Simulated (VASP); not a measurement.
```yaml
crystal:
  lattice:
    - [4.79953, 0.00000, 0.00000]
    - [-2.39976, 4.15651, 0.00000]
    - [0.00000, 0.00000, 7.86052]
  atoms:
    - { symbol: Cs, position: [0.66667, 0.33333, 0.00000] }
    - { symbol: Cs, position: [0.33333, 0.66667, 0.50000] }
    - { symbol: H, position: [0.66667, 0.33333, 0.62520] }
    - { symbol: H, position: [0.33333, 0.66667, 0.12520] }
```

Level of theory: PBE GGA, VASP's PBE PAW potentials (set 64) (plane waves; VASP). Run with 300 eV cut-off, 6×6×3 Γ-centred mesh, Fermi-Dirac smearing of 0.050 eV, potentials Cs_sv H.

Q: What does the run give for the energy per atom (σ→0)?

A: 
| Quantity | Result |
|---|---|
| energy per atom (σ→0) | -2.216 eV/atom |

Only differences to runs with the same potentials and settings are physical.

The structure was generated: CsH was put into an ordered model structure, which need not be its known phase. The cell was not relaxed at this level.
